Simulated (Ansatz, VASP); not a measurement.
**One calculation of Ta2P3Au, two programs**

```xyz
6
Lattice="3.5525 0.0000 0.0000 0.0000 3.5525 0.0000 0.0000 0.0000 7.6331" Properties=species:S:1:pos:R:3 pbc="T T T"
Ta    1.7763    1.7763    1.8500
Ta    0.0000    0.0000    5.7964
P     1.7763    0.0000    7.6195
P     0.0000    1.7763    7.6195
P     0.0000    0.0000    2.9762
Au    1.7763    1.7763    4.6708
```

Change from the starting cell: species swapped into the Zr2P3S type (P4mm, No. 99).

Alike in both runs: functional PBE; k mesh 6 × 6 × 2; occupations gaussian, width 0.1 eV; no spin polarisation.

Ansatz relaxed the structure, and its values are those at the end. VASP's run is a single point on that final structure, the one shown.

|  | VASP | Ansatz |
| --- | --- | --- |
| version | VASP 6.6.1 | Ansatz 0.2.0 |
| potentials or method | VASP PAW PBE potentials, release 64 (Ta_pv, P, Au) | scalar-relativistic, plane waves, PAW |
| plane-wave cutoff (eV) | 520 | 420 |
| valence electrons in the cell | 48 | 60 |

|  | VASP | Ansatz | Ansatz less VASP |
| --- | --- | --- | --- |
| gap on the k mesh at the Fermi level (eV) | none | none | - |
| pressure (GPa) | 0.1 | 0.1 | +0.06 |
| rms of the force components (eV/Å) | 0.009 | 0.009 | +0.0001 |

A gap of «none» marks a metal or a gap that the smearing closes. The two sets of potentials don't hold the same shells in valence.

Caveats: the k mesh is coarse (spacing up to 0.41 Å⁻¹), so the values aren't converged. Spin-orbit coupling is left out, which matters for the levels of Au, Ta.
